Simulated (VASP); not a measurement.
Input:

```
CELL_PARAMETERS angstrom
      0.00000     2.48469     2.48469
      2.48469     0.00000     2.48469
      2.48469     2.48469     0.00000
ATOMIC_POSITIONS crystal
  Hf 0.00000 0.00000 0.00000
  O  0.25000 0.25000 0.25000
  O  0.75000 0.75000 0.75000
```

Computed with AM05 GGA, VASP's PBE PAW potentials (set 64) (plane waves; VASP). Numerical set-up: 520 eV cut-off, 8×8×8 Γ-centred mesh, Gaussian smearing of 0.050 eV, potentials Hf_pv O.

Give the stress tensor in GPa (positive for a compressed cell).

```
8.61  0.00  0.00
0.00  8.61  0.00
0.00  0.00  8.61
```
The pressure is its mean diagonal, 8.61 GPa.

The compound is HfO2 in the fluorite structure, the high-temperature cubic form, which is unstable at 0 K; the monoclinic form is the stable one. This cell is one point of a volume scan, at 0.97 of the reference volume.
